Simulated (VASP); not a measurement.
Consider the following.

```
Ca
1.0
    0.00000     2.76263     2.76263
    2.76263     0.00000     2.76263
    2.76263     2.76263     0.00000
Ca
1
Direct
  0.00000   0.00000   0.00000
```

The numbers are results of PBE GGA, VASP's PBE PAW potentials (set 64) (plane waves; VASP), not measurements. Numerical set-up: 400 eV cut-off, 10×10×10 Γ-centred mesh, first-order Methfessel-Paxton smearing of 0.10 eV, potentials Ca_sv.

Question: Estimate the energy per atom (σ→0), band gap (on the k-mesh) with the smallest direct gap where there is one.

Answer: 
| Item | Result |
|---|---|
| band gap (on the k-mesh) | none (metal, semimetal or under 0.01 eV) |
| energy per atom (σ→0) | -1.932 eV/atom |

The absolute energy has meaning only against runs of the same code, potentials and settings.

The compound is Ca in the fcc structure. It was relaxed first. The start is the result of an earlier pass.
